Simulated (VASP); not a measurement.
These are PBE GGA with D3 dispersion (Becke-Johnson damping), VASP's PBE PAW potentials (set 64) (plane waves; VASP) values and carry that method's errors.

A VASP calculation is set up with these files.

POSCAR:
```
MoS2
1.0
  1.6049994983  -2.7799403989   0.0000000000
  1.6049994983   2.7799403989   0.0000000000
  0.0000000000   0.0000000000  12.2835466527
Mo S
2 4
Direct
  0.3333330000   0.6666670000   0.2500000000
  0.6666670000   0.3333330000   0.7500000000
  0.3333330000   0.6666670000   0.8799236599
  0.6666670000   0.3333330000   0.3799236599
  0.6666670000   0.3333330000   0.1200763401
  0.3333330000   0.6666670000   0.6200763401
```

### INCAR
```
SYSTEM=MoS2
PREC=Accurate; ENCUT=520; LREAL=.False.
LASPH=.True.
EDIFF=1E-7; NELM=100; ALGO=Normal
LMAXMIX=4
ISMEAR=0; SIGMA=0.05
GGA=PE; IVDW=12
IBRION=2; NSW=30; ISIF=4
EDIFFG=-0.01
LWAVE=.False.; LCHARG=.False.
```

KPOINTS:
```
kpoints
0
Gamma
  8 8 2
0 0 0
```

POTCAR, in this order: Mo_sv S (PBE.64 set). Program: vasp_std.

Output

File OSZICAR:
```
       N       E                     dE             d eps       ncg     rms          rms(c)
DAV:   1     0.447554166409E+03    0.44755E+03   -0.29607E+04  1392   0.159E+03
DAV:   2    -0.201456290671E+02   -0.46770E+03   -0.45688E+03  1528   0.396E+02
DAV:   3    -0.461184402878E+02   -0.25973E+02   -0.25503E+02  1613   0.796E+01
DAV:   4    -0.466663177552E+02   -0.54788E+00   -0.54655E+00  1500   0.116E+01
DAV:   5    -0.466825845360E+02   -0.16267E-01   -0.16262E-01  1620   0.190E+00    0.309E+01
DAV:   6    -0.445373771134E+02    0.21452E+01   -0.28071E+01  1364   0.267E+01    0.132E+01
DAV:   7    -0.438831751580E+02    0.65420E+00   -0.12718E+01  1412   0.175E+01    0.759E+00
DAV:   8    -0.435262394863E+02    0.35694E+00   -0.17342E+00  1624   0.706E+00    0.286E+00
DAV:   9    -0.435380636919E+02   -0.11824E-01   -0.17661E-01  1708   0.203E+00    0.133E+00
DAV:  10    -0.435280070461E+02    0.10057E-01   -0.81150E-02  1517   0.151E+00    0.370E-01
DAV:  11    -0.435280235855E+02   -0.16539E-04   -0.30227E-03  1548   0.314E-01    0.216E-01
DAV:  12    -0.435278934657E+02    0.13012E-03   -0.74880E-04  1574   0.136E-01    0.745E-02
DAV:  13    -0.435278972728E+02   -0.38071E-05   -0.17460E-04  1662   0.695E-02    0.142E-02
DAV:  14    -0.435278999768E+02   -0.27041E-05   -0.15293E-05  1524   0.213E-02    0.166E-02
DAV:  15    -0.435279004230E+02   -0.44615E-06   -0.32297E-06  1492   0.109E-02    0.258E-03
DAV:  16    -0.435279003743E+02    0.48720E-07   -0.12210E-06  1344   0.498E-03    0.150E-03
DAV:  17    -0.435279004505E+02   -0.76190E-07   -0.78030E-08  1026   0.181E-03
   1 F= -.46011198E+02 E0= -.46011198E+02  d E =-.460112E+02
       N       E                     dE             d eps       ncg     rms          rms(c)
DAV:   1    -0.435826825221E+02   -0.54782E-01   -0.76243E+00  1247   0.120E+01    0.310E+00
DAV:   2    -0.436063687502E+02   -0.23686E-01   -0.38762E-01  1514   0.275E+00    0.106E+00
DAV:   3    -0.436036914185E+02    0.26773E-02   -0.14801E-02  1483   0.708E-01    0.860E-01
DAV:   4    -0.436035019015E+02    0.18952E-03   -0.95826E-03  1602   0.513E-01    0.214E-01
DAV:   5    -0.436028064840E+02    0.69542E-03   -0.52979E-03  1464   0.369E-01    0.562E-02
DAV:   6    -0.436027709388E+02    0.35545E-04   -0.38561E-04  1499   0.982E-02    0.707E-02
DAV:   7    -0.436027728214E+02   -0.18826E-05   -0.24487E-05  1629   0.216E-02    0.394E-02
DAV:   8    -0.436027723233E+02    0.49808E-06   -0.59654E-06  1473   0.128E-02    0.110E-02
DAV:   9    -0.436027726859E+02   -0.36261E-06   -0.48614E-07  1357   0.355E-03    0.332E-03
DAV:  10    -0.436027727501E+02   -0.64211E-07   -0.59783E-08   963   0.126E-03
   2 F= -.46085231E+02 E0= -.46085231E+02  d E =-.740333E-01
       N       E                     dE             d eps       ncg     rms          rms(c)
DAV:   1    -0.436027709043E+02    0.17817E-05   -0.55025E-05  1303   0.327E-02    0.734E-03
DAV:   2    -0.436027709465E+02   -0.42277E-07   -0.28375E-06  1360   0.739E-03    0.287E-03
DAV:   3    -0.436027708679E+02    0.78610E-07   -0.16425E-07   952   0.244E-03
   3 F= -.46085232E+02 E0= -.46085232E+02  d E =-.740337E-01
       N       E                     dE             d eps       ncg     rms          rms(c)
DAV:   1    -0.437590159753E+02   -0.15625E+00   -0.74842E+00  1240   0.172E+01    0.324E+00
DAV:   2    -0.436669943528E+02    0.92022E-01   -0.63611E-01  1439   0.458E+00    0.175E+00
DAV:   3    -0.436456566364E+02    0.21338E-01   -0.62271E-02  1512   0.149E+00    0.641E-01
DAV:   4    -0.436378510627E+02    0.78056E-02   -0.26849E-02  1426   0.840E-01    0.468E-01
DAV:   5    -0.436376432817E+02    0.20778E-03   -0.22671E-03  1501   0.229E-01    0.797E-02
DAV:   6    -0.436376165371E+02    0.26745E-04   -0.62239E-04  1598   0.128E-01    0.575E-02
DAV:   7    -0.436376196536E+02   -0.31166E-05   -0.58414E-05  1522   0.417E-02    0.178E-02
DAV:   8    -0.436376223403E+02   -0.26867E-05   -0.67842E-06  1450   0.156E-02    0.865E-03
DAV:   9    -0.436376226377E+02   -0.29742E-06   -0.32080E-07  1255   0.272E-03    0.424E-03
DAV:  10    -0.436376228382E+02   -0.20055E-06   -0.40681E-07  1262   0.304E-03    0.144E-03
DAV:  11    -0.436376227530E+02    0.85237E-07   -0.58774E-08   872   0.115E-03
   4 F= -.46120231E+02 E0= -.46120231E+02  d E =-.349993E-01
       N       E                     dE             d eps       ncg     rms          rms(c)
DAV:   1    -0.438001951012E+02   -0.16257E+00   -0.91822E+00  1240   0.190E+01    0.367E+00
DAV:   2    -0.436860363457E+02    0.11416E+00   -0.79933E-01  1446   0.514E+00    0.197E+00
DAV:   3    -0.436593950721E+02    0.26641E-01   -0.77789E-02  1510   0.167E+00    0.724E-01
DAV:   4    -0.436496326235E+02    0.97624E-02   -0.32772E-02  1426   0.931E-01    0.533E-01
DAV:   5    -0.436493535305E+02    0.27909E-03   -0.27736E-03  1487   0.253E-01    0.932E-02
DAV:   6    -0.436493120672E+02    0.41463E-04   -0.81269E-04  1597   0.147E-01    0.667E-02
DAV:   7    -0.436493167906E+02   -0.47234E-05   -0.74543E-05  1532   0.472E-02    0.212E-02
DAV:   8    -0.436493210124E+02   -0.42218E-05   -0.89496E-06  1478   0.179E-02    0.998E-03
DAV:   9    -0.436493213988E+02   -0.38636E-06   -0.48013E-07  1358   0.324E-03    0.517E-03
DAV:  10    -0.436493216620E+02   -0.26320E-06   -0.56577E-07  1276   0.361E-03    0.180E-03
DAV:  11    -0.436493215586E+02    0.10334E-06   -0.88956E-08   907   0.141E-03    0.108E-03
DAV:  12    -0.436493215396E+02    0.19031E-07   -0.48285E-08   851   0.970E-04
   5 F= -.46132639E+02 E0= -.46132639E+02  d E =-.474074E-01
       N       E                     dE             d eps       ncg     rms          rms(c)
DAV:   1    -0.436496686145E+02   -0.34706E-03   -0.16839E-02  1254   0.813E-01    0.144E-01
DAV:   2    -0.436494538303E+02    0.21478E-03   -0.14054E-03  1415   0.215E-01    0.809E-02
DAV:   3    -0.436494080851E+02    0.45745E-04   -0.12606E-04  1503   0.685E-02    0.295E-02
DAV:   4    -0.436493904081E+02    0.17677E-04   -0.62438E-05  1432   0.407E-02    0.193E-02
DAV:   5    -0.436493904818E+02   -0.73732E-07   -0.41554E-06  1437   0.106E-02    0.481E-03
DAV:   6    -0.436493903842E+02    0.97602E-07   -0.17425E-06  1395   0.670E-03    0.267E-03
DAV:   7    -0.436493904817E+02   -0.97535E-07   -0.31868E-07  1095   0.334E-03
   6 F= -.46132665E+02 E0= -.46132665E+02  d E =-.474328E-01
       N       E                     dE             d eps       ncg     rms          rms(c)
DAV:   1    -0.436494068038E+02   -0.16420E-04   -0.28234E-02  1275   0.809E-01    0.175E-01
DAV:   2    -0.436494584357E+02   -0.51632E-04   -0.16676E-03  1506   0.184E-01    0.677E-02
DAV:   3    -0.436494395433E+02    0.18892E-04   -0.19959E-04  1505   0.776E-02    0.608E-02
DAV:   4    -0.436494300138E+02    0.95296E-05   -0.33304E-05  1535   0.309E-02    0.337E-02
DAV:   5    -0.436494279287E+02    0.20851E-05   -0.11169E-05  1531   0.171E-02    0.438E-03
DAV:   6    -0.436494278697E+02    0.58971E-07   -0.91203E-07  1370   0.539E-03
   7 F= -.46132714E+02 E0= -.46132714E+02  d E =-.491462E-04
       N       E                     dE             d eps       ncg     rms          rms(c)
DAV:   1    -0.436494820351E+02   -0.54106E-04   -0.50908E-03  1282   0.343E-01    0.751E-02
DAV:   2    -0.436494924713E+02   -0.10436E-04   -0.29496E-04  1513   0.775E-02    0.288E-02
DAV:   3    -0.436494900330E+02    0.24383E-05   -0.33694E-05  1505   0.320E-02    0.253E-02
DAV:   4    -0.436494884854E+02    0.15476E-05   -0.60292E-06  1528   0.131E-02    0.138E-02
DAV:   5    -0.436494887092E+02   -0.22383E-06   -0.18027E-06  1485   0.696E-03    0.181E-03
DAV:   6    -0.436494885836E+02    0.12561E-06   -0.14549E-07   845   0.224E-03    0.937E-04
DAV:   7    -0.436494885783E+02    0.52769E-08   -0.30137E-08   753   0.953E-04
   8 F= -.46132770E+02 E0= -.46132770E+02  d E =-.104940E-03
```

OUTCAR:
```
------------------------ aborting loop because EDIFF is reached ----------------------------------------
 Edisp (eV)   -2.48328
  FORCE on cell =-STRESS in cart. coord.  units (eV):
  Direction    XX          YY          ZZ          XY          YZ          ZX
  --------------------------------------------------------------------------------------
  Total      -1.27511    -1.27511    -1.27623     0.00000     0.00000     0.00000
  in kB     -18.63776   -18.63776   -18.65421     0.00000     0.00000     0.00000
  external pressure =      -18.64 kB  Pullay stress =        0.00 kB
  volume of cell :      109.61
      direct lattice vectors                 reciprocal lattice vectors
     1.583676268 -2.743007558 -0.000000000     0.315721092 -0.182281671  0.000000000
     1.583676268  2.743007558  0.000000000     0.315721092  0.182281671 -0.000000000
    -0.000000000  0.000000000 12.616554049     0.000000000 -0.000000000  0.079260945
 POSITION                                       TOTAL-FORCE (eV/Angst)
 -----------------------------------------------------------------------------------
      1.58368      0.91434      3.15414        -0.000000      0.000000      0.000000
      1.58368     -0.91434      9.46242        -0.000000     -0.000000      0.000000
      1.58368      0.91434     11.02623         0.000000      0.000000      0.000873
      1.58368     -0.91434      4.71795        -0.000000     -0.000000      0.000873
      1.58368     -0.91434      1.59032         0.000000     -0.000000     -0.000873
      1.58368      0.91434      7.89860         0.000000      0.000000     -0.000873
 -----------------------------------------------------------------------------------
    total drift:                                0.000229      0.001618     -0.000030
  FREE ENERGIE OF THE ION-ELECTRON SYSTEM (eV)
  ---------------------------------------------------
  free  energy   TOTEN  =       -46.1327695244 eV

  energy  without entropy=      -46.1327695244  energy(sigma->0) =      -46.13276952

 reached required accuracy - stopping structural energy minimisation
```
(Selected blocks of OUTCAR.)

### CONTCAR
```
MoS2
   1.00000000000000
     1.5836762677964107   -2.7430075581882245   -0.0000000000000000
     1.5836762677964107    2.7430075581882245    0.0000000000000000
    -0.0000000000000000    0.0000000000000000   12.6165540493435628
  Mo              S
     2     4
Direct
     0.3333330000000032    0.6666669999999968    0.2500000000000000
     0.6666669999999968    0.3333330000000032    0.7500000000000000
     0.3333330000000032    0.6666669999999968    0.8739494769626939
     0.6666669999999968    0.3333330000000032    0.3739494769626938
     0.6666669999999968    0.3333330000000032    0.1260505230373063
     0.3333330000000032    0.6666669999999968    0.6260505230373061
```

The compound is MoS2 in the 2H layered structure. This cell is one point of a volume scan, at 1.06 of the reference volume. Symmetry was kept, so distortions that lower it aren't found.
